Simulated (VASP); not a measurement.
Given:

```yaml
crystal:
  lattice:
    - [2.85487, 0.00000, 0.00000]
    - [0.00000, 2.85487, 0.00000]
    - [0.00000, 0.00000, 2.85487]
  atoms:
    - { symbol: Al, position: [0.50000, 0.50000, 0.50000] }
    - { symbol: Fe, position: [0.00000, 0.00000, 0.00000] }
```

All values below come from rev-vdW-DF2, VASP's PBE PAW potentials (set 64) (plane waves; VASP). Settings: 520 eV cut-off, 13×13×13 Γ-centred mesh, first-order Methfessel-Paxton smearing of 0.10 eV, potentials Al Fe.

**Question.** What does the run give for the energy per atom (σ→0), band gap (on the k-mesh) with the smallest direct gap where there is one?

**Answer.** 
```json
{
 "band gap (on the k-mesh)": "none (metal, semimetal or under 0.01 eV)",
 "energy per atom (σ→0)": "-4.748 eV/atom"
}
```

Only differences to runs with the same potentials and settings are physical.

The compound is FeAl in the CsCl type structure. It was relaxed first, which changed the volume by -6 %. The run is not spin-polarised, so no magnetic state was tried. The electron count is odd and the run is not spin-polarised, which forces a metal.
